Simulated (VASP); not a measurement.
An input for Ansatz (written as the equivalent of a VASP run, and not itself run):

Ansatz 0.2 input:
```yaml
crystal:
  lattice:
    - [0.0000000, 2.9862226, 2.9862226]
    - [2.9862226, 0.0000000, 2.9862226]
    - [2.9862226, 2.9862226, 0.0000000]
  atoms:
    - { symbol: Pb, position: [0.0000000, 0.0000000, 0.0000000] }
    - { symbol: S, position: [0.5000000, 0.5000000, 0.5000000] }
kpoints:
  mp_grid: { grid: [7, 7, 7] }
hamiltonian:
  xc: r2scan
  pseudopotentials: { kind: paw }
scf:
  occupations: { method: gaussian, width: 0.05 }
  max_iter: 100
relax:
  max_steps: 60
  f_tol: 0.01
  cell: {}
output: { forces: true, stress: true, eigenvalues: true }
```

Question: Translate this input to VASP (INCAR, KPOINTS, POSCAR, choice of POTCAR).

Answer: This is not unique; one that fits is 
KPOINTS:
```
Automatic mesh
0
Gamma
7 7 7
0 0 0
```

### INCAR
```
LWAVE = .FALSE.
ISIF = 3
IBRION = 2   # conjugate gradients
LREAL = .FALSE.   # projection in real space or not
LMIXTAU = .TRUE.
ALGO = Normal
EDIFF = 1E-6   # SCF stop (eV)
NSW = 60   # most ionic steps
ISMEAR = 0   # Gaussian
LASPH = .TRUE.
ENCUT = 400
LMAXMIX = 4
SYSTEM = PbS
EDIFFG = -0.01   # ionic stop
METAGGA = R2SCAN
NELM = 100
SIGMA = 0.05   # width (eV)
LCHARG = .FALSE.
PREC = Accurate
```

File POSCAR:
```
PbS
1.0
  0.0000000000   2.9862226180   2.9862226180
  2.9862226180   0.0000000000   2.9862226180
  2.9862226180   2.9862226180   0.0000000000
Pb S
1 1
direct
  0.0000000000   0.0000000000   0.0000000000
  0.5000000000   0.5000000000   0.5000000000
```

POTCAR, in this order: Pb_d S (PBE.64 set). Program: vasp_std.

What does not carry over: each code has its own PAW files, so the cut-off isn't converted (ENCUT is set for VASP's; basis.ecutwfc is left out, and Ansatz then takes the one that its files recommend); Ansatz stops its SCF on the density residual and VASP on the energy change (EDIFF).

The structure comes from a measured PbS entry (Fm-3m) of the Crystallography Open Database, whose conditions weren't checked. It was relaxed first. The start is the result of an earlier pass.
